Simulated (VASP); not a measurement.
Crystal: IrSe2.

```
Ir Se
1.0
     0.00000    3.23359    3.23359
     3.23359    0.00000    3.23359
     3.23359    3.23359    0.00000
Ir Se
1 2
Cartesian
  0.0000 0.0000 0.0000
  1.6168 1.6168 1.6168
  4.8504 4.8504 4.8504
```

The cell was built by a generator and needn't be a form met in nature.

* Program: VASP 6.6.1
* Task: relaxation of cell and atoms
* Functional: LDA
* Potentials or basis: VASP PAW LDA potentials, release 64 (Ir, Se)
* Cutoff: 600 eV
* k mesh: 7 × 7 × 7
* Occupations: gaussian, width 0.05 eV
* Spin: no spin polarisation

At the start: pressure -19.9 GPa; volume 22.54 Å³/atom.

Problem. Where does the relaxation end?

Solution. Over 7 steps the energy falls by 314.4 meV/atom and the volume is 18.41 Å³/atom (-18.3 %); space group Fm-3m (No. 225, to 0.05 Å).

Step by step:
| step | energy change (eV) | largest force (eV/Å) | pressure (GPa) | volume (Å³) |
| --- | --- | --- | --- | --- |
| 1 | 0.0000 | 0.0000 | -19.95 | 67.62 |
| 2 | 0.9426 | 0.0000 | 64.80 | 43.71 |
| 3 | -0.9392 | 0.0000 | -1.86 | 55.90 |
| 4 | -0.9427 | 0.0000 | -0.58 | 55.43 |
| 5 | -0.9430 | 0.0000 | 0.06 | 55.20 |
| 6 | -0.9431 | 0.0000 | -0.05 | 55.26 |
| 7 | -0.9431 | 0.0000 | -0.01 | 55.24 |

Final structure:
```cif
data_structure
_symmetry_space_group_name_H-M 'P 1'
_symmetry_Int_Tables_number 1
_cell_length_a 4.2749
_cell_length_b 4.2749
_cell_length_c 4.2749
_cell_angle_alpha 60.000
_cell_angle_beta 60.000
_cell_angle_gamma 60.000
_cell_volume 55.24
loop_
_atom_site_label
_atom_site_type_symbol
_atom_site_fract_x
_atom_site_fract_y
_atom_site_fract_z
_atom_site_occupancy
Ir1 Ir 0.00000 0.00000 0.00000 1
Se1 Se 0.25000 0.25000 0.25000 1
Se2 Se 0.75000 0.75000 0.75000 1
```

Caveat: the volume moved by over 15 % at a fixed basis, so the end points are rough.
